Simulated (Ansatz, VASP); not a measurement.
# ReOs (Os-Re stack, (100) layers): VASP beside Ansatz

Wanted: the spread between two codes on one cell, functional and k mesh. Of the first pair: The structure shown is the end of the Ansatz relaxation below.

Main program and level: Ansatz 0.2.0; plane waves, with VASP 6.6.1 beside it; PBEsol.

## (1) Set-up

The cell holds 2 atoms: 1 Os and 1 Re. Cell: a = 2.826 Å, b = 2.826 Å, c = 27.689 Å, α = 90.0°, β = 90.0°, γ = 90.0°. It derives from ReOs. Vacuum lies along c.

## (2) Ansatz: relaxation, PBEsol

Ansatz runs on its PAW soft_1 files.

This run makes the geometry at which the two programs are then compared.

Input file input.yaml:

```yaml
crystal:
  lattice:
    - [2.825902549, 0.0, 0.0]
    - [0.0, 2.825902549, 0.0]
    - [0.0, 0.0, 27.6888403229]
  atoms:
    - { symbol: Os, position: [0.0, 0.0, 0.2076162931] }
    - { symbol: Re, position: [0.5, 0.5, 0.2598796312] }
  periodic: [true, true, false]
kpoints:
  mp_grid: { grid: [10, 10, 1] }
hamiltonian:
  xc: pbesol
  pseudopotentials: { kind: paw, azcp: { folder: soft_1 }, xc_functional: pbe }
scf:
  occupations: { method: methfessel_paxton, width: 0.2 }
output:
  forces: true
  stress: true
  eigenvalues: true
  write_density: true
  write_potential: true
  elf: true
  volumetric_format: npy
relax:
  adjacent_minimum: "off"
  f_tol: 0.001
  max_steps: 60
  cell: { stress_2d_tol: 0.002 }
```

Command:

```
$ ansatz run input.yaml --threads 4 --pin off --max-ram 20480MiB --backend cpu --events-out ev --progress --plain --runs-dir out
```

Numbers of over 12 decimals in the logs are rounded to 6 here.

The log of the run:

```text
Engine: ansatz 0.2.0, aarch64-unknown-linux-gnu
Pseudopotentials: kind: paw
Pseudopotential: Os, paw, valence charge 16, recommended cutoff 420 eV (normal), soft_1/Os.paw.azcp
Pseudopotential: Re, paw, valence charge 15, recommended cutoff 420 eV (normal), soft_1/Re.paw.azcp
Functional definition: PBEsol
  exchange = pbesol_x
  correlation = pbesol_c
Crystal: 2 atoms, lattice volume = 221.115 Å³
Basis set: ecut = 420 eV, 4353 PW (Γ), exchange–correlation on 40×40×384 points (8 copies of the dense FFT grid, shifted against one another)
Bands: 20, of which v1, the nominal top of the filled ones, is band 16 counted from 1 (15 counted from 0)
Symmetry: 8 space group operations
Space group: P4mm (ITA 99), of the structure as read, at distance tolerance 6.0e-5 Å
k-points: 21 of 100
Non-local potential: Os, projectors of the file, l = 0: 3, l = 1: 2, l = 2: 2, l = 3: 1
Non-local potential: Re, projectors of the file, l = 0: 3, l = 1: 2, l = 2: 2, l = 3: 1
PAW form: soft (Blöchl's): semilocal exchange-correlation on the pseudo side does not see the compensation charge
PAW frozen core: Os, regenerated for the run's functional, and the local potential with it (the file was generated under x = pbe(κ = 0.804, μ = 0.219515), c = pbe(β = 0.066725))
PAW frozen core: Re, regenerated for the run's functional, and the local potential with it (the file was generated under x = pbe(κ = 0.804, μ = 0.219515), c = pbe(β = 0.066725))
PAW one-centre angular grid: Os, 590 points (default); XC on 64 Gauss nodes
PAW one-centre angular grid: Re, 590 points (default); XC on 64 Gauss nodes
Initial density: superposition of atomic densities (neutral atoms: chi_scale 0, normalization atom)
Initial wavefunctions: pseudopotential atomic-orbital guess
Functional: x = pbesol(κ = 0.804, μ = 0.123457), c = pbesol(β = 0.046)
SCF iter   1: F=—  HF=-21988.492535 eV  |F-HF|=—  |Δ(HF+E_count)|=         —  Δρ=2.91e-2  dr2=5.48e0  ethr=3.10e-3  ⟨swp⟩=12.6  Hψ=3692  notcnv=0
preconditioner: auto → LDOS  [metal: Δε(μ)=0.009 eV  Ē_g=6.231 eV  σ=0.200 eV  W_gap=0.04  n_scr=16 (ndim 8)  ℏωp=9.7 eV  f_vac=0.779  D(μ)=2.82/eV (n_scr^D=12)  β→1.0]
SCF iter   2: F=—  HF=-21988.391528 eV  |F-HF|=—  |Δ(HF+E_count)|=   1.01e-1  S|Δr|=    0.00e0  Δρ=3.46e-2  dr2=8.25e0  ethr=3.10e-3  ⟨swp⟩=5.4  Hψ=1623  notcnv=0  defer=1
SCF iter   3: F=—  HF=-21987.029629 eV  |F-HF|=—  |Δ(HF+E_count)|=    1.36e0  S|Δr|=    0.00e0  Δρ=5.21e-3  dr2=2.13e-1  ethr=3.10e-3  ⟨swp⟩=4.2  Hψ=1333  notcnv=0  defer=2
SCF iter   4: F=—  HF=-21987.015840 eV  |F-HF|=—  |Δ(HF+E_count)|=   1.38e-2  S|Δr|=    0.00e0  Δρ=3.33e-3  dr2=1.08e-1  ethr=6.86e-4  ⟨swp⟩=2.8  Hψ=718  notcnv=0  defer=2
SCF iter   5: F=—  HF=-21987.010851 eV  |F-HF|=—  |Δ(HF+E_count)|=   4.99e-3  S|Δr|=    0.00e0  Δρ=9.99e-4  dr2=1.28e-2  ethr=3.48e-4  ⟨swp⟩=1.7  Hψ=518  notcnv=0  defer=2
SCF iter   6: F=—  HF=-21987.011167 eV  |F-HF|=—  |Δ(HF+E_count)|=   3.17e-4  S|Δr|=    0.00e0  Δρ=6.97e-4  dr2=2.69e-3  ethr=4.13e-5  ⟨swp⟩=3.0  Hψ=706  notcnv=0  defer=2
SCF iter   7: F=—  HF=-21987.011179 eV  |F-HF|=—  |Δ(HF+E_count)|=   1.17e-5  S|Δr|=    0.00e0  Δρ=1.70e-4  dr2=1.14e-4  ethr=8.69e-6  ⟨swp⟩=3.4  Hψ=800  notcnv=0  defer=2
SCF iter   8: F=—  HF=-21987.011232 eV  |F-HF|=—  |Δ(HF+E_count)|=   5.33e-5  S|Δr|=    0.00e0  Δρ=6.83e-5  dr2=1.45e-5  ethr=3.68e-7  ⟨swp⟩=4.0  Hψ=1021  notcnv=0  defer=2
SCF iter   9: F=—  HF=-21987.011225 eV  |F-HF|=—  |Δ(HF+E_count)|=   7.27e-6  S|Δr|=    0.00e0  Δρ=2.45e-5  dr2=3.18e-6  ethr=4.69e-8  ⟨swp⟩=3.8  Hψ=969  notcnv=0  defer=2
SCF iter  10: F=—  HF=-21987.011226 eV  |F-HF|=—  |Δ(HF+E_count)|=   7.41e-7  S|Δr|=    0.00e0  Δρ=7.38e-6  dr2=4.50e-7  ethr=1.02e-8  ⟨swp⟩=3.1  Hψ=656  notcnv=0  defer=2
SCF iter  11: F=-21987.011226 eV  HF=-21987.011226 eV  |F-HF|=2.37e-9  |Δ(HF+E_count)|=   1.12e-7  S|Δr|=    0.00e0  Δρ=2.66e-6  dr2=2.98e-8  ethr=3.23e-10  ⟨swp⟩=23.6  Hψ=5093  notcnv=0
SCF 1 converged in 11 iterations: F = -21987.011226 eV  dr2 = 2.98e-8
  greatest PAW one-centre occupation: 1.000 electrons in one spin orbital (limit 2), on the Os atom at site 0 (counted from 0), in its partial waves of l = 0
relax step   1: F+E_penalty+E_count = -21987.01122603 eV  Δ(F+E_penalty+E_count) = +0.000e0 eV  max|allowed force component| = 6.352e-3 eV/Å  Δτ_max = 0.0000 Å  P = -0.012 N/m  Ω = 221.115 Å³  fix = [c, alpha, beta]  reactions: c +0.000 N/m  (11 SCF iters, dr2 threshold 1.00e-7 eV, accepted)
[...]
relax step   3: F+E_penalty+E_count = -21987.01122696 eV  Δ(F+E_penalty+E_count) = -9.347e-7 eV  max|allowed force component| = 3.863e-5 eV/Å  Δτ_max = 0.0001 Å  P = +0.001 N/m  Ω = 221.113 Å³  energy of the carried Pulay correction = +1.596e-7 eV  fix = [c, alpha, beta]  reactions: c +0.000 N/m  (10 SCF iters, accepted)
[...]
relax step   4: F+E_penalty+E_count = -21987.01122696 eV  Δ(F+E_penalty+E_count) = -2.547e-11 eV  max|allowed force component| = 3.871e-5 eV/Å  Δτ_max = 0.0000 Å  P = +0.001 N/m  Ω = 221.113 Å³  fix = [c, alpha, beta]  reactions: c +0.000 N/m  stress off target by 6.92e-4 N/m on what of the cell is left free  SCF on the basis re-selected at this cell (its energy is not comparable with the rows above)  (11 SCF iters)
basis re-selected at this cell: Δ(F+E_penalty+E_count) = -2.547e-11 eV, ΔP = +0.000 N/m vs the last step (what re-selecting the basis moved, of the pressure what is left beyond the Pulay correction that the steps carried, after the strain that the cell walked since its last selection, with what the two solves' SCF thresholds leave and, on support functions, any second-order correction that the steps lacked; it is no  [...]
WARN: The output density's exchange-correlation potential varies sharply where the density is thin. Do not read a vacuum level from v_tot or v_xc, or from such a field of the output density. On a cell that repeats whose density bears no net charge and no dipole along the vacuum's axis use v_es (v_loc + v_h of the components); under efield.dipole_correction with no amplitude use v_es + v_field, which holds any externa [...]
SCF converged after 11 iterations
Stability not checked: this state was not tested for a lower state beside it, because cold or Methfessel-Paxton smearing, or corrected tetrahedra, fill the levels in a way that the test cannot read (fill_not_monotonic; see scf.lower_state_search)
Free energy (F): -21987.011227 eV
Harris-Foulkes:  -21987.011227 eV  (|F-HF|=3.27e-11)
Internal energy: -21987.007522 eV  (E = F + TS)
E sigma→0 (E₀):  -21987.010301 eV
Entropy (-TS):   -0.003705 eV (-1.853 meV/atom)
Fermi energy:    -4.866188 eV
--- Per-component energies (eV) ---
  E_band       = -1061.939464
  E_kinetic    = 1013.879660
  E_local      = -66624.509167  (includes V_loc(G=0)·N_el)
  E_nonlocal   = 286.759379
  E_hartree    = 32600.299738
  E_xc         = -583.201398
  E_vxc        = -531.212467  (∫ρ·V_xc dr)
  E_paw        = -17492.260228  (= ΣΔE_a)
  E_vpaw       = -407.456850  (= ΣTr[D̂ρ^β])
  E_aug_tail   = 0.000510  (compensation charges beyond the density's cutoff)
  E_ewald      = 28811.542660
  E_core_change = 0.481324  (= ΣΔE_core)
  E_smearing   = -0.003705  (= −TS)
  E_closure    = 0.000000  (closes the sum)
  Σ components = -21987.011227   (vs F -21987.011227, Δ=0.00e0)
--- Forces (eV/Å), atoms counted from 1 ---
  atom   1  Os    -0.00000000     0.00000000    -0.00003870
  atom   2  Re     0.00000000    -0.00000000     0.00003871
  max |Σ_I F_I| component: 9.64e-9 eV/Å
--- 2D stress c σ (N/m, compression-positive) ---
        0.000692      -0.000000      -0.000000
       -0.000000       0.000692       0.000000
       -0.000000       0.000000       0.000000
  P = ½ c Tr σ = 0.0007 N/m
--- Band table (eV; the first three rows and the last of 21) ---
  k-point 0: bands = [... 12 lower, -6.9141, -6.6881, -6.3573, -5.8032, -5.2876, -2.9933, -2.9933, -1.5851]
  k-point 1: bands = [... 12 lower, -6.9845, -6.6854, -6.2006, -5.7734, -5.3704, -3.1962, -2.6421, -1.7722]
  k-point 2: bands = [... 12 lower, -7.2075, -6.9465, -6.9373, -5.1134, -4.8762, -3.6289, -2.1171, -2.0330]
  k-point 20: bands = [... 12 lower, -5.1335, -5.1335, -3.9715, -3.1197, -2.5884, -1.1048, -0.6857, -0.6857]
--- Relaxed structure (3 steps of the walk, 2 accepted, 1 SCFs on fresh bases) ---
  F+E_penalty+E_count = -21987.01122696 eV   max|allowed force component| = 3.871e-5 eV/Å   (the final SCF, on the basis selected at the relaxed cell)
  cell:  # Å, volume = 221.1135 Å³
    - [2.825890, 0.0, 0]
    - [0.0, 2.825890, 0.0]
    - [0, 0.0, 27.6888403229]
  atoms:
    - { symbol: Os, position: [0, 0.0, 0.207621] }
    - { symbol: Re, position: [0.5, 0.5, 0.259875] }
```

## (3) VASP: single point, PBEsol, relaxed cell, pair 1

The same cell, functional, mesh and smearing now go to VASP, with its own data sets.

Lines of VASP's logs that name or quote its potential files are left out, and so is its time.

Input file INCAR:

```
SYSTEM = ReOs
PREC = Accurate
ENCUT = 520
EDIFF = 1E-06
NELM = 120
ISMEAR = 1
SIGMA = 0.2
LREAL = .FALSE.
ALGO = Normal
GGA = PS
NBANDS = 13
LASPH = .TRUE.
LORBIT = 11
LWAVE = .FALSE.
LCHARG = .FALSE.
ISIF = 2
LDIPOL = .TRUE.
IDIPOL = 3
DIPOL = 0.5 0.5 0.234
LVHAR = .TRUE.
GGA_COMPAT = .FALSE.
NELMDL = -8
KPAR = 2
```

Input file POSCAR:

```
ReOs
1.0
    2.8258898375      0.0000000000      0.0000000000
    0.0000000000      2.8258898375      0.0000000000
    0.0000000000      0.0000000000     27.6888403229
Os Re
1 1
Direct
    0.0000000000      0.0000000000      0.2076205383
    0.5000000000      0.5000000000      0.2598753860
```

Input file KPOINTS:

```
Automatic mesh
0
Gamma
10 10 1
0 0 0
```

Potentials, in the order of the species: Os and Re (PBE family, release 64).

Command:

```
$ mpirun -np 2 vasp_std
```

The log of the run:

```text
[banner, memory and clock lines left out]
running    2 mpi-ranks, on    1 nodes
 distrk:  each k-point on    1 cores,    2 groups
 distr:  one band on    1 cores,    1 groups

 POSCAR found type information on POSCAR OsRe
 POSCAR found :  2 types and       2 ions
|                                                                             |
|               ----> ADVICE to this user running VASP <----                  |
|                                                                             |
|     You enforced a specific xc type in the INCAR file but a different       |
|     [... a line on the potential file left out ...]
|     I HOPE YOU KNOW WHAT YOU ARE DOING!                                     |
|                                                                             |

 LDA part: xc-table for (Slater+PW92), standard interpolation
 POSCAR, INCAR and KPOINTS ok, starting setup
 FFT: planning ... GRIDC
 FFT: planning ... GRID_SOFT
 FFT: planning ... GRID
 WAVECAR not read
 entering main loop
       N       E                     dE             d eps       ncg     rms          rms(c)
DAV:   1     0.710748361934E+02    0.71075E+02   -0.47158E+03   821   0.810E+02
DAV:   2    -0.142843349676E+02   -0.85359E+02   -0.77041E+02   873   0.186E+02
DAV:   3    -0.231567637072E+02   -0.88724E+01   -0.80821E+01   957   0.684E+01
DAV:   4    -0.235546088905E+02   -0.39785E+00   -0.38292E+00   861   0.137E+01
DAV:   5    -0.235678694678E+02   -0.13261E-01   -0.11959E-01   844   0.205E+00
DAV:   6    -0.235684254336E+02   -0.55597E-03   -0.54858E-03   818   0.438E-01
DAV:   7    -0.235684656010E+02   -0.40167E-04   -0.40067E-04   828   0.936E-02
DAV:   8    -0.235684661559E+02   -0.55488E-06   -0.55511E-06   764   0.137E-02    0.329E+01
DAV:   9    -0.223428113898E+02    0.12257E+01   -0.19583E+00   904   0.128E+01    0.150E+01
DAV:  10    -0.233589324719E+02   -0.10161E+01   -0.56135E+00  1016   0.568E+01    0.851E+00
DAV:  11    -0.219653496398E+02    0.13936E+01   -0.22174E+00   967   0.358E+01    0.721E-01
DAV:  12    -0.219718350448E+02   -0.64854E-02   -0.20730E-01   874   0.423E+00    0.448E-01
DAV:  13    -0.219660063146E+02    0.58287E-02   -0.21805E-02   859   0.271E+00    0.409E-01
DAV:  14    -0.219654112012E+02    0.59511E-03   -0.23007E-03   871   0.692E-01    0.162E-01
[...]
DAV:  20    -0.219653807913E+02   -0.30213E-04   -0.23153E-06   593   0.115E-02    0.215E-03
DAV:  21    -0.219653922004E+02   -0.11409E-04   -0.12284E-06   551   0.991E-03    0.295E-03
DAV:  22    -0.219653991856E+02   -0.69853E-05   -0.57201E-07   531   0.156E-02    0.491E-03
DAV:  23    -0.219654056001E+02   -0.64145E-05   -0.38459E-07   517   0.693E-03    0.147E-03
DAV:  24    -0.219654090231E+02   -0.34230E-05   -0.12743E-07   488   0.807E-03    0.208E-03
DAV:  25    -0.219654116006E+02   -0.25774E-05   -0.10178E-07   498   0.598E-03    0.151E-03
DAV:  26    -0.219654129628E+02   -0.13622E-05   -0.71189E-08   473   0.364E-03    0.465E-04
DAV:  27    -0.219654139018E+02   -0.93906E-06   -0.33583E-08   458   0.509E-03
   1 F= -.21965414E+02 E0= -.21964211E+02  d E =-.360765E-02
```

OUTCAR, selected parts (step 3):

```text
ion  position               nearest neighbor table
   1  0.000  0.000  0.208-   2 2.47   2 2.47   2 2.47   2 2.47
   2  0.500  0.500  0.260-   1 2.47   1 2.47   1 2.47   1 2.47

  LATTYP: Found a simple tetragonal cell.
 ALAT       =     2.8258898375
 C/A-ratio  =     9.7982730804

 Subroutine GETGRP returns: Found  8 space group operations
 (whereof  8 operations were pure point group operations)

The static configuration has the point symmetry C_4v.

 Found     21 irreducible k-points:

   k-points           NKPTS =     21   k-points in BZ     NKDIM =     21   number of bands    NBANDS=     13

   dimension x,y,z NGX =    24 NGY =   24 NGZ =  210
   dimension x,y,z NGXF=    48 NGYF=   48 NGZF=  420

   ENCUT  =  520.0 eV  38.22 Ry    6.18 a.u.   5.25  5.25 51.48*2*pi/ulx,y,z

   NELECT =      15.0000    total number of electrons

 k-points in reciprocal lattice and weights: Automatic mesh
   0.00000000  0.00000000  0.00000000       0.010
   0.10000000  0.00000000  0.00000000       0.040
   0.20000000  0.00000000  0.00000000       0.040
   0.30000000  0.00000000  0.00000000       0.040
   0.40000000  0.00000000  0.00000000       0.040
   0.50000000  0.00000000  0.00000000       0.020
   0.10000000  0.10000000  0.00000000       0.040
   0.20000000  0.10000000  0.00000000       0.080
   0.30000000  0.10000000  0.00000000       0.080
[...]
0.50000000  0.40000000  0.00000000       0.040
   0.50000000  0.50000000  0.00000000       0.010

 dipolmoment           0.000000      0.000000      0.009272 electrons x Angstroem

 average (electrostatic) potential at core
       1 -55.1832       2 -50.1007

 E-fermi :  -3.0273

 k-point     1 :       0.0000    0.0000    0.0000
  band No.  band energies     occupation
    ...
      5      -5.0927      2.00000
      6      -4.8380      2.00000
      7      -4.5103      2.00000
      8      -3.9673      2.00000
      9      -3.4595      2.00919
     10      -1.1614     -0.00000
     11      -1.1614     -0.00000
     12       0.2500     -0.00000
     13       0.6738     -0.00000

 k-point     2 :       0.1000    0.0000    0.0000
  band No.  band energies     occupation
    ...
      5      -5.1632      2.00000
      6      -4.8384      2.00000
      7      -4.3643      2.00000
      8      -3.9328      2.00000
      9      -3.5396      2.00175
     10      -1.3607     -0.00000
     11      -0.8138     -0.00000
     12       0.0652     -0.00000
     13       0.8564     -0.00000

 k-point     3 :       0.2000    0.0000    0.0000
  band No.  band energies     occupation
    ...
      5      -5.3864      2.00000
      6      -5.1117      2.00000
      7      -5.0983      2.00000
      8      -3.2765      2.07078
      9      -3.0347      1.06231
     10      -1.7908     -0.00000
     11      -0.2767     -0.00000
     12      -0.2091     -0.00000
     13       1.3146      0.00000

  Total        0.0128610      0.0128610     -0.0816574      0.0000000      0.0000000     -0.0000000
  in kB        0.0931899      0.0931899     -0.5916852      0.0000000      0.0000000     -0.0000000
  external PRESSURE =      -0.1351018 kB  Pullay stress =       0.0000000 kB

  energy-cutoff  :      520.00
  volume of cell :      221.11
      direct lattice vectors                 reciprocal lattice vectors
     2.825889838  0.000000000  0.000000000     0.353870836  0.000000000  0.000000000
     0.000000000  2.825889838  0.000000000     0.000000000  0.353870836  0.000000000
     0.000000000  0.000000000 27.688840323     0.000000000  0.000000000  0.036115633

 POSITION                                       TOTAL-FORCE (eV/Angst)
 -----------------------------------------------------------------------------------
      0.00000      0.00000      5.74877         0.000000      0.000000      0.043701
      1.41294      1.41294      7.19565         0.000000      0.000000     -0.043701
 -----------------------------------------------------------------------------------
    total drift:                                0.000000     -0.000000     -0.000272

  FREE ENERGIE OF THE ION-ELECTRON SYSTEM (eV)
  ---------------------------------------------------
  free  energy   TOTEN  =       -21.9654139018 eV

  energy  without entropy=      -21.9618062524  energy(sigma->0) =      -21.96421135

 vacuum level on the upper side and lower side of the slab         1.938         1.728

 total charge
# of ion       s       p       d       tot
------------------------------------------
    1        0.714   0.587   6.131   7.432
    2        0.648   0.533   4.987   6.167
--------------------------------------------------
tot          1.362   1.119  11.118  13.599

[... 3 further parts left out ...]
```

This run has no spin polarisation. Its electron count is odd, so without a moment it is a metal by construction. The data set Re keeps the semicore shell frozen, which is cheaper and a little less accurate.

## (4) Side by side

Known differences besides the potentials themselves: Ansatz cuts the interaction across the vacuum, VASP repeats the sheet with a dipole correction (LDIPOL); the data sets hold 31 valence electrons in Ansatz (on its PAW soft_1 files) and 15 in VASP; the cutoff is 420 eV in Ansatz and 520 eV in VASP; Ansatz makes its cores anew for this functional, VASP keeps those of its PBE data sets. Total energies have different zeros and are not compared.

Forces (eV/Å; atoms numbered as in POSCAR):

| atom | Ansatz x, y, z | VASP x, y, z |
| --- | --- | --- |
| Os1 | 0.000, 0.000, 0.000 | 0.000, 0.000, 0.044 |
| Re2 | 0.000, 0.000, 0.000 | 0.000, 0.000, -0.044 |

The forces differ by 25 meV/Å r.m.s., where the r.m.s. force is 0.000 eV/Å in Ansatz and 0.025 eV/Å in VASP: the atoms lie near their places of rest in Ansatz, so a percentage would say little (all taken over all components). Where the cell holds vacuum, a pressure given here is an average over it and none of the material.

## (5) Ansatz: relaxation, PBEsol

The two programs are compared at the cell with which this relaxation starts, whose forces are those of its first step.

The structure compared here is the start of the Ansatz relaxation; VASP solves that cell, so the two are compared at the walk's first step.

Input file input.yaml:

```yaml
crystal:
  lattice:
    - [2.74983, 0.0, 0.0]
    - [0.0, 2.74983, 0.0]
    - [0.0, 0.0, 12.94442]
  atoms:
    - { symbol: Os, position: [0.0, 0.0, 0.4248935] }
    - { symbol: Re, position: [0.5, 0.5, 0.5751065] }
  periodic: [true, true, false]
kpoints:
  mp_grid: { grid: [8, 8, 1] }
hamiltonian:
  xc: pbesol
  pseudopotentials: { kind: paw, azcp: { folder: soft_1 }, xc_functional: pbe }
scf:
  occupations: { method: gaussian, width: 0.1 }
output:
  forces: true
  stress: true
  eigenvalues: true
relax:
  adjacent_minimum: "off"
  f_tol: 0.05
  max_steps: 80
  cell: { stress_2d_tol: 0.02 }
```

Command:

```
$ ansatz run input.yaml --threads 4 --pin off --max-ram 20480MiB --backend cpu --events-out ev --progress --plain --runs-dir out
```

The log of the run:

```text
[...]
k-point 14: bands = [... 12 lower, -4.9651, -4.9651, -3.8568, -3.0484, -2.1816, -0.7646, -0.4313, -0.4313]
--- Relaxed structure (9 steps of the walk, 9 accepted, 2 SCFs on fresh bases) ---
[...]
cell:  # Å, volume = 214.0412 Å³
    - [2.780330, 0, 0]
    - [0, 2.780330, 0.0]
    - [0, 0.0, 27.68884032292]
  atoms:
    - { symbol: Os, position: [0, 0, 0.206250] }
    - { symbol: Re, position: [0.5, 0.5, 0.261246] }
[key lines of the parts left out:]
SCF converged after 8 iterations
Free energy (F): -21987.033217 eV
Fermi energy:    -4.863375 eV
P = ½ c Tr σ = -0.0048 N/m
```

(Part 1 of 2 ends here.)

[Lines on the potential files, build, host, timing and source positions are cut from VASP's logs without a mark.]

[Logs are printed without paths, hosts, clocks, repeated set-up lines and the standing remarks that a program may print on its own settings, such as how far it seeks lower states.]

[Hosts, paths, dates, database ids (printed as entryN), source tags and the programs' standing remarks are cut or masked in the printed files.]
